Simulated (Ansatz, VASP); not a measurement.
HfZrSe4 in VASP and in Ansatz

INCAR

```
PREC = Accurate
ENCUT = 520
EDIFF = 1E-6
ISMEAR = 0
SIGMA = 0.1
LREAL = False
LASPH = True
NELM = 60
ALGO = Normal
ISIF = 2
LWAVE = False
LCHARG = False
GGA = PE
NBANDS = 32
```

KPOINTS

```
Automatic mesh
0
Gamma
  3 3 4
```

POSCAR

```
HfZrSe4
1.0
    6.0627562800      0.0000000000      0.0000000000
   -3.0313781400      5.2505009500      0.0000000000
    0.0000000000      0.0000000000      4.9129492400
Zr Hf Se
1 1 4
Direct
    0.6666666700      0.3333333300      0.0000000000
    0.3333333300      0.6666666700      0.0000000000
    0.0000000000      0.0000000000      0.0000000000
    0.3316383300      0.1658191600      0.5000000000
    0.8341808400      0.1658191600      0.5000000000
    0.8341808400      0.6683616700      0.5000000000
```

Input for Ansatz:

```yaml
crystal:
  lattice:
    - [6.06275628, 0.0, 0.0]
    - [-3.03137814, 5.25050095, 0.0]
    - [0.0, 0.0, 4.91294924]
  atoms:
    - { symbol: Zr, position: [0.66666667, 0.33333333, 0.0] }
    - { symbol: Hf, position: [0.33333333, 0.66666667, 0.0] }
    - { symbol: Se, position: [0.0, 0.0, 0.0] }
    - { symbol: Se, position: [0.33163833, 0.16581916, 0.5] }
    - { symbol: Se, position: [0.83418084, 0.16581916, 0.5] }
    - { symbol: Se, position: [0.83418084, 0.66836167, 0.5] }
basis:
  ecutwfc: 420
kpoints:
  mp_grid: { grid: [3, 3, 4] }
hamiltonian:
  xc: pbe
scf:
  occupations: { method: gaussian, width: 0.1 }
  lower_state_search: "off"
output:
  forces: true
  stress: true
  eigenvalues: true
```

Change from the starting cell: species swapped into the HoCo4Cu type (P-6m2, No. 187).

Alike in both runs: task single point; functional PBE; k mesh 3 × 3 × 4; occupations gaussian, width 0.1 eV; no spin polarisation.

|  | VASP | Ansatz |
| --- | --- | --- |
| version | VASP 6.6.1 | Ansatz 0.2.0 |
| potentials or method | VASP PAW PBE potentials, release 64 (Zr_sv, Hf_pv, Se) | scalar-relativistic, plane waves, PAW |
| plane-wave cutoff (eV) | 520 | 420 |
| valence electrons in the cell | 46 | 102 |

Ansatz gave:

| Quantity | Value |
| --- | --- |
| gap on the k mesh at the Fermi level (eV) | none |
| pressure (GPa) | -8.4 |
| largest component of the traceless stress (GPa) | 2.74 |
| rms of the force components (eV/Å) | 0.363 |

Question: Which values does VASP return?

Answer: gap on the k mesh at the Fermi level (eV): none; pressure (GPa): -8.4; largest component of the traceless stress (GPa): 2.75; rms of the force components (eV/Å): 0.362.

Atom by atom the forces differ by 0.001 eV/Å (rms over components). A gap of «none» marks a metal or a gap that the smearing closes. The two sets of potentials don't hold the same shells in valence.

Caveats: the k mesh is coarse (spacing up to 0.40 Å⁻¹), so the values aren't converged. The runs have no spin-orbit coupling, so splittings on Hf are missing.
